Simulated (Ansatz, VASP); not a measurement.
## KRu2: VASP beside Ansatz

```xyz
3
Lattice="3.7657 0.0000 0.0000 -1.8828 3.2612 0.0000 0.0000 0.0000 6.3645" Properties=species:S:1:pos:R:3 pbc="T T T"
K     0.0000    0.0000    0.0000
Ru    1.8828    1.0871    3.6228
Ru    0.0000    2.1741    2.7417
```

Alike in both runs: functional PBE; k mesh 6 × 6 × 2; occupations gaussian, width 0.1 eV; no spin polarisation.

Ansatz relaxed the structure, and its values are those at the end. VASP's run is a single point on that final structure, the one shown.

|  | VASP | Ansatz |
| --- | --- | --- |
| version | VASP 6.6.1 | Ansatz 0.2.0 |
| potentials or method | VASP PAW PBE potentials, release 64 (K_sv, Ru_pv) | scalar-relativistic, plane waves, PAW |
| plane-wave cutoff (eV) | 520 | 420 |
| valence electrons in the cell | 37 | 41 |

|  | VASP | Ansatz | Ansatz less VASP |
| --- | --- | --- | --- |
| gap on the k mesh at the Fermi level (eV) | none | none | - |
| pressure (GPa) | 0.1 | 0.0 | -0.15 |
| rms of the force components (eV/Å) | 0.025 | 0.003 | -0.0224 |

A gap of «none» marks a metal or a gap that the smearing closes. The two sets of potentials don't hold the same shells in valence.

Caveats: the k mesh is coarse (spacing up to 0.49 Å⁻¹), so the values aren't converged.
